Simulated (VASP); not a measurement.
Here is the system:

```yaml
crystal:
  lattice:
    - [0.00000, 2.97000, 2.97000]
    - [2.97000, 0.00000, 2.97000]
    - [2.97000, 2.97000, 0.00000]
  atoms:
    - { symbol: Pb, position: [0.00000, 0.00000, 0.00000] }
    - { symbol: S, position: [0.50000, 0.50000, 0.50000] }
```

The numbers are results of PBEsol GGA, VASP's PBE PAW potentials (set 64) (plane waves; VASP), not measurements. Run with 300 eV cut-off, 5×5×5 Γ-centred mesh, Fermi-Dirac smearing of 0.050 eV, potentials Pb_d S.

Unless said otherwise, spin-orbit coupling is left out, though it shifts the bands of the heavy elements here.

### Question
Give the energies of bands 7 to 13 at the high-symmetry points, in eV from the valence-band maximum.

### Answer

```json
[
 {"band": "7", "Γ": "-6.06", "X": "-7.23", "U": "-8.00", "L": "-8.87", "W": "-7.97"},
 {"band": "8", "Γ": "-2.14", "X": "-5.21", "U": "-4.79", "L": "-1.75", "W": "-4.43"},
 {"band": "9", "Γ": "-2.14", "X": "-3.43", "U": "-2.93", "L": "-1.75", "W": "-4.43"},
 {"band": "10", "Γ": "-2.14", "X": "-3.43", "U": "-2.49", "L": "0.00", "W": "-1.00"},
 {"band": "11", "Γ": "5.16", "X": "3.76", "U": "3.27", "L": "0.28", "W": "2.13"},
 {"band": "12", "Γ": "5.16", "X": "5.52", "U": "4.09", "L": "1.92", "W": "4.61"},
 {"band": "13", "Γ": "5.16", "X": "5.63", "U": "5.00", "L": "1.92", "W": "4.61"}
]
```

The gap is direct, 0.28 eV, from the valence maximum at L to the conduction minimum at L.

The structure is a typed PbS crystal. The cell was not relaxed at this level.
